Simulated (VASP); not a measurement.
Calculation: PBE GGA, VASP's PBE PAW potentials (set 64) (plane waves; VASP 6.6.1).

VASP ran on this input.

File KPOINTS:
```
Automatic
0
gamma
16 16 16
```

POSCAR:
```
V
1
   -1.4529140523     1.4529140523     1.4529140523
    1.4529140523    -1.4529140523     1.4529140523
    1.4529140523     1.4529140523    -1.4529140523
V
1
Direct
  0.0000000000   0.0000000000   0.0000000000
```

INCAR:
```
ALGO=Normal
EDIFF=1E-7
EDIFFG=-0.01
ENCUT=480
GGA=PE
IBRION=2
ISIF=3
ISMEAR=1
LASPH=.TRUE.
LCHARG=.FALSE.
LMAXMIX=4
LREAL=.FALSE.
LWAVE=.FALSE.
NELM=100
NSW=40
PREC=Accurate
PSTRESS=200
SIGMA=0.1
SYSTEM=V
```

POTCAR, in this order: V_sv (PBE.64 set). Program: vasp_std.

The run wrote:

OSZICAR:
```
       N       E                     dE             d eps       ncg     rms          rms(c)
DAV:   1     0.801268614910E+02    0.80127E+02   -0.69988E+03  2900   0.136E+03
DAV:   2    -0.884160056514E+01   -0.88968E+02   -0.87097E+02  2978   0.357E+02
DAV:   3    -0.101263472827E+02   -0.12847E+01   -0.12690E+01  2988   0.508E+01
DAV:   4    -0.101335306168E+02   -0.71833E-02   -0.71826E-02  2968   0.411E+00
DAV:   5    -0.101336193154E+02   -0.88699E-04   -0.88699E-04  2988   0.437E-01    0.210E+01
DAV:   6    -0.894694972228E+01    0.11867E+01   -0.43667E+00  2912   0.323E+01    0.318E+00
DAV:   7    -0.892401451129E+01    0.22935E-01   -0.34266E-02  2928   0.229E+00    0.130E+00
DAV:   8    -0.891686616229E+01    0.71483E-02   -0.73884E-03  2906   0.156E+00    0.106E-01
DAV:   9    -0.891683681483E+01    0.29347E-04   -0.29730E-04  2938   0.284E-01    0.308E-02
DAV:  10    -0.891684068355E+01   -0.38687E-05   -0.97625E-06  2914   0.427E-02    0.118E-03
DAV:  11    -0.891684104335E+01   -0.35980E-06   -0.10537E-07  1606   0.486E-03    0.690E-04
DAV:  12    -0.891684130305E+01   -0.25969E-06   -0.21833E-08  1460   0.269E-03    0.396E-04
DAV:  13    -0.891684133813E+01   -0.35087E-07   -0.42767E-09  1456   0.108E-03
   1 F= -.73854042E+01 E0= -.73855271E+01  d E =-.738540E+01
       N       E                     dE             d eps       ncg     rms          rms(c)
DAV:   1    -0.891411667905E+01    0.27246E-02   -0.49863E-02  2900   0.401E+00    0.574E-01
DAV:   2    -0.891183876113E+01    0.22779E-02   -0.95686E-03  2910   0.147E+00    0.104E-01
DAV:   3    -0.891181737346E+01    0.21388E-04   -0.29872E-05  2900   0.753E-02    0.643E-02
DAV:   4    -0.891180683453E+01    0.10539E-04   -0.22977E-05  2902   0.669E-02    0.450E-03
DAV:   5    -0.891180637430E+01    0.46024E-06   -0.36072E-07  2732   0.887E-03    0.165E-03
DAV:   6    -0.891180610313E+01    0.27116E-06   -0.42828E-08  1450   0.287E-03    0.134E-04
DAV:   7    -0.891180615075E+01   -0.47617E-07   -0.17233E-09  1450   0.565E-04
   2 F= -.73853727E+01 E0= -.73855269E+01  d E =0.314756E-04
       N       E                     dE             d eps       ncg     rms          rms(c)
DAV:   1    -0.891608115560E+01   -0.42751E-02   -0.21162E-02  2900   0.262E+00    0.371E-01
DAV:   2    -0.891511687569E+01    0.96428E-03   -0.40449E-03  2910   0.955E-01    0.659E-02
DAV:   3    -0.891510648686E+01    0.10389E-04   -0.12849E-05  2900   0.486E-02    0.413E-02
DAV:   4    -0.891510379300E+01    0.26939E-05   -0.96838E-06  2902   0.435E-02    0.301E-03
DAV:   5    -0.891510420187E+01   -0.40887E-06   -0.15303E-07  2132   0.589E-03    0.998E-04
DAV:   6    -0.891510434171E+01   -0.13984E-06   -0.23637E-08  1450   0.232E-03    0.831E-05
DAV:   7    -0.891510431595E+01    0.25763E-07   -0.11118E-09  1450   0.544E-04
   3 F= -.73854171E+01 E0= -.73855510E+01  d E =-.129356E-04
```

File OUTCAR:
```
------------------------ aborting loop because EDIFF is reached ----------------------------------------
  FORCE on cell =-STRESS in cart. coord.  units (eV):
  Direction    XX          YY          ZZ          XY          YZ          ZX
  --------------------------------------------------------------------------------------
  Total        1.5295733      1.5295733      1.5295733     -0.0000000      0.0000000     -0.0000000
  in kB      199.9851062    199.9851062    199.9851062     -0.0000000      0.0000000     -0.0000000
  external PRESSURE =      -0.0148938 kB  Pullay stress =     200.0000000 kB
  volume of cell :       12.25
      direct lattice vectors                 reciprocal lattice vectors
    -1.452360431  1.452360431  1.452360431     0.000000000  0.344267159  0.344267159
     1.452360431 -1.452360431  1.452360431     0.344267159  0.000000000  0.344267159
     1.452360431  1.452360431 -1.452360431     0.344267159  0.344267159  0.000000000
 POSITION                                       TOTAL-FORCE (eV/Angst)
 -----------------------------------------------------------------------------------
      0.00000      0.00000      0.00000         0.000000     -0.000000      0.000000
 -----------------------------------------------------------------------------------
    total drift:                                0.000000      0.000000      0.000000
  FREE ENERGIE OF THE ION-ELECTRON SYSTEM (eV)
  ---------------------------------------------------
  free  energy   TOTEN  =        -8.9151043159 eV

  energy  without entropy=       -8.9155059118  energy(sigma->0) =       -8.91523818
  enthalpy is  TOTEN    =        -7.3854171270 eV   P V=        1.5296871889

 reached required accuracy - stopping structural energy minimisation
```
(Selected blocks of OUTCAR.)

File CONTCAR:
```
V
   1.00000000000000
    -1.4523604312807681    1.4523604312807681    1.4523604312807681
     1.4523604312807681   -1.4523604312807681    1.4523604312807681
     1.4523604312807681    1.4523604312807681   -1.4523604312807681
  V
     1
Direct
     0.0000000000000000    0.0000000000000000    0.0000000000000000
```

**OUTCAR**
```
 val. band max:       10.9267029465   @ k =   0.1250   0.0625   0.0000

 cond. band min:      10.9700244410   @ k =  -0.4375  -0.4375   0.1875


 Fermi energy:        10.9462579995

 k-point     1 :       0.0000    0.0000    0.0000
  band No.  band energies     occupation
      1     -52.6745      2.00000
      2     -25.7981      2.00000
      3     -25.7981      2.00000
      4     -25.7981      2.00000
      5       4.1674      2.00000
      6      11.3681     -0.00000
      7      11.3681     -0.00000
      8      11.3681     -0.00000
      9      13.6290      0.00000
     10      13.6290      0.00000

 k-point     2 :       0.0625    0.0000    0.0000
  band No.  band energies     occupation
      1     -52.6638      2.00000
      2     -25.8465      2.00000
      3     -25.8125      2.00000
      4     -25.7985      2.00000
      5       4.3400      2.00000
      6      11.2903     -0.00001
      7      11.3513     -0.00000
      8      11.4960     -0.00000
      9      13.5374      0.00000
     10      13.6338      0.00000

 k-point     3 :       0.1250    0.0000    0.0000
  band No.  band energies     occupation
      1     -52.6332      2.00000
      2     -25.9829      2.00000
      3     -25.8533      2.00000
      4     -25.7996      2.00000
      5       4.8368      2.00000
      6      11.0748     -0.06987
      7      11.2710     -0.00004
      8      11.8699     -0.00000
      9      13.3439      0.00000
     10      13.6521      0.00000

 k-point     4 :       0.1875    0.0000    0.0000
  band No.  band energies     occupation
      1     -52.5873      2.00000
      2     -26.1844      2.00000
      3     -25.9141      2.00000
      4     -25.8014      2.00000
      5       5.5862      2.00000
      6      10.7672      2.02957
      7      11.0871     -0.06291
      8      12.4586     -0.00000
      9      13.2231      0.00000
     10      13.6922      0.00000

 k-point     5 :       0.2500    0.0000    0.0000
...
```

The compound is V in the bcc structure. This run relaxes it under an external pressure of 20 GPa. Symmetry was kept, so distortions that lower it aren't found. The run is not spin-polarised, so no magnetic state was tried.
